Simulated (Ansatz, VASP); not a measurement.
# Ba2HgN2 in two plane-wave programs, part 2 of 2

Aim: how closely do two programs agree when they are given the same cell, functional and k mesh? The cell is invented: As first built, before any earlier steps moved the atoms: it takes the Ba2CaN2 structure with some of its atoms replaced by other elements, volume scaled by an estimate. It may not be a known or stable phase. The cell comes out of the VASP series on this material, whose earlier steps may have relaxed, scaled or displaced it; both programs get it as it stands.

VASP 6.6.1 and Ansatz 0.2.0.

So far: The structure; Ansatz: relaxation of cell and atoms, LDA; VASP: relaxation of cell and atoms, LDA.

## Step 3: VASP: relaxation of cell and atoms, LDA (continued)

Level of this step: LDA; plane waves and PAW (Hg, Ba_sv, N); invented cell (VASP).

Numbers of over 12 decimals in the logs are rounded to 6 here.

Parts of OUTCAR (step 3):

```text
ion  position               nearest neighbor table
   1  0.000  0.000  0.500-   4 2.66   5 2.66   5 2.66   4 2.66   4 2.66   5 2.66   3 3.30   2 3.30
                             3 3.30   2 3.30   2 3.30   3 3.30
   2  0.667  0.333  0.234-   5 2.53   5 2.53   5 2.53   1 3.30   1 3.30   1 3.30   3 4.74   3 4.74
                             3 4.74
   3  0.333  0.667  0.766-   4 2.53   4 2.53   4 2.53   1 3.30   1 3.30   1 3.30   2 4.74   2 4.74
                             2 4.74
   4  0.667  0.333  0.649-   3 2.53   3 2.53   3 2.53   1 2.66   1 2.66   1 2.66
   5  0.333  0.667  0.351-   2 2.53   2 2.53   2 2.53   1 2.66   1 2.66   1 2.66

  LATTYP: Found a hexagonal cell.
 ALAT       =     3.9972855878
 C/A-ratio  =     2.2124701988

 Subroutine GETGRP returns: Found 12 space group operations
 (whereof 12 operations were pure point group operations)

The static configuration has the point symmetry D_3d.

 Found      8 irreducible k-points:

   k-points           NKPTS =      8   k-points in BZ     NKDIM =      8   number of bands    NBANDS=     27

   dimension x,y,z NGX =    30 NGY =   30 NGZ =   70
   dimension x,y,z NGXF=    60 NGYF=   60 NGZF=  140

   ENCUT  =  520.0 eV  38.22 Ry    6.18 a.u.   7.43  7.43 16.44*2*pi/ulx,y,z

   NELECT =      42.0000    total number of electrons

 k-points in reciprocal lattice and weights: Automatic mesh
   0.00000000  0.00000000  0.00000000       0.031
   0.25000000  0.00000000  0.00000000       0.188
   0.50000000  0.00000000  0.00000000       0.094
   0.25000000  0.25000000  0.00000000       0.188
   0.00000000  0.00000000  0.50000000       0.031
   0.25000000  0.00000000  0.50000000       0.188
   0.50000000  0.00000000  0.50000000       0.094
   0.25000000  0.25000000  0.50000000       0.188

 average (electrostatic) potential at core
       1 -40.6264       2 -35.6193       3 -35.6193       4 -64.8184       5 -64.8184

 E-fermi :   2.3804

 k-point     1 :       0.0000    0.0000    0.0000
  band No.  band energies     occupation
    ...
     18       0.6719      2.00000
     19       1.1729      2.00000
     20       1.4353      2.00000
     21       1.4353      2.00000
     22       1.4882      2.00000
     23       3.7178      0.00000
     24       4.8870      0.00000
     25       6.9793      0.00000
     26       7.0026      0.00000
     27       7.0887      0.00000

 k-point     2 :       0.2500    0.0000    0.0000
  band No.  band energies     occupation
    ...
     17       0.6392      2.00000
     18       0.7558      2.00000
     19       0.8830      2.00000
     20       1.7512      2.00000
     21       1.7910      2.00000
     22       2.5796      0.00000
     23       3.7591      0.00000
     24       4.9142      0.00000
     25       5.7710      0.00000
     26       6.1080      0.00000
    ...

 k-point     3 :       0.5000    0.0000    0.0000
  band No.  band energies     occupation
    ...
     17       0.2480      2.00000
     18       0.7331      2.00000
     19       0.8273      2.00000
     20       2.2123      2.00000
     21       2.3231      1.89474
     22       3.3469      0.00000
     23       4.1467      0.00000
     24       4.5585      0.00000
     25       5.5580      0.00000
     26       5.8630      0.00000
    ...

  Total        0.0053117      0.0053117     -0.0537119     -0.0000000      0.0000000     -0.0000000
  in kB        0.0695406      0.0695407     -0.7031975     -0.0000000      0.0000000     -0.0000000
  external PRESSURE =      -0.1880387 kB  Pullay stress =       0.0000000 kB

  energy-cutoff  :      520.00
  volume of cell :      122.38
      direct lattice vectors                 reciprocal lattice vectors
     3.997285588 -0.000000016  0.000000000     0.250169767  0.144435609 -0.000000000
    -1.998643324  3.461751135  0.000000000     0.000000001  0.288871142 -0.000000000
     0.000000000  0.000000000  8.843875239    -0.000000000 -0.000000000  0.113072604

 POSITION                                       TOTAL-FORCE (eV/Angst)
 -----------------------------------------------------------------------------------
      0.00000      0.00000      4.42194         0.000000      0.000000      0.000000
      1.99864      1.15392      2.06775        -0.000000     -0.000000     -0.013294
     -0.00000      2.30783      6.77613         0.000000      0.000000      0.013294
      1.99864      1.15392      5.74197        -0.000000     -0.000000      0.010518
     -0.00000      2.30783      3.10191         0.000000      0.000000     -0.010518
 -----------------------------------------------------------------------------------
    total drift:                                0.000000      0.000000      0.000000

  FREE ENERGIE OF THE ION-ELECTRON SYSTEM (eV)
  ---------------------------------------------------
  free  energy   TOTEN  =       -22.8213132808 eV

  energy  without entropy=      -22.8180648812  energy(sigma->0) =      -22.81968908

 reached required accuracy - stopping structural energy minimisation

 total charge
# of ion       s       p       d       tot
------------------------------------------
    1        0.708   0.321   9.386  10.415
    2        2.043   5.531   0.579   8.153
    3        2.043   5.531   0.579   8.153
    4        1.284   2.206   0.000   3.490
    5        1.284   2.206   0.000   3.490
--------------------------------------------------
tot          7.362  15.795  10.545  33.702

[... 3 further parts left out ...]
```

CONTCAR:

```
Ba2HgN2
    1.000000000000000
     3.9972855878000000   -0.0000000160000000    0.0000000000000000
    -1.9986433240999999    3.4617511353000001    0.0000000000000000
     0.0000000000000000    0.0000000000000000    8.8438752393000009
  Hg              Ba              N
     1     2     2
Direct
     0.0000000000000000    0.0000000000000000    0.5000000000000000
     0.6666666699999979    0.3333333300000021    0.2338054599999992
     0.3333333300000021    0.6666666699999979    0.7661945400000008
     0.6666666699999979    0.3333333300000021    0.6492595220000013
     0.3333333300000021    0.6666666699999979    0.3507404779999987
```

The run has no spin, yet a partly filled p shell of the light anion may carry a moment. Harder data sets than Ba_sv exist (the GW ones), and pressures, volumes and forces can shift noticeably with them. The run keeps the 12 symmetry operations of its start, so it cannot find a distortion of lower symmetry.

## Step 4: Comparison

Known differences besides the PAW data sets themselves: the two LDA forms differ slightly; both relaxations stop at a tolerance, which leaves soft axes loose, and VASP keeps its plane-wave basis; the data sets hold 50 valence electrons in Ansatz (default PAW (the set named soft_2) files) and 42 in VASP; the cutoff is 420 eV in Ansatz and 520 eV in VASP; Ansatz makes its cores anew for this functional, VASP keeps those of its LDA data sets; Ansatz adds a Pulay correction to the stress that steers its cell, VASP none. Total energies have different zeros and are not compared.

The two programs side by side:

```csv
quantity,Ansatz,VASP,difference
volume (Å³),117.24,122.38,-4.20 %
"edge a after relaxation, in the typed setting (Å)",3.940,3.997,-1.44 %
"edge c after relaxation, in the typed setting (Å)",8.722,8.844,-1.37 %
```

The walks stopped with -0.01 GPa left in Ansatz and -0.02 GPa in VASP; each walk ends within a tolerance, so the volume difference is uncertain by about these residues over the bulk modulus, most in soft cells.

A further Ansatz single point at VASP's end cell gives -1.90 GPa where VASP has -0.02 GPa.

## Step 5: Summary of results

* difference in volume (relaxation of cell and atoms, LDA): -4.2 %

The difference in volume is -4.2 % (relaxation of cell and atoms, LDA), beyond the 1.2 % picked in this series as the mark of a large difference, as far as the stopping tolerances let one tell. A pressure difference of -1.88 GPa at VASP's end cell goes with -4.2 % of volume. Differences of this kind measure data sets and numerical settings, not the functional's error against experiment.

[Lines on the potential files, build, host, timing and source positions are cut from VASP's logs without a mark.]

[Logs are printed without paths, hosts, clocks, repeated set-up lines and the standing remarks that a program may print on its own settings, such as how far it seeks lower states.]

[Hosts, paths, dates, database ids (printed as entryN), source tags and the programs' standing remarks are cut or masked in the printed files.]
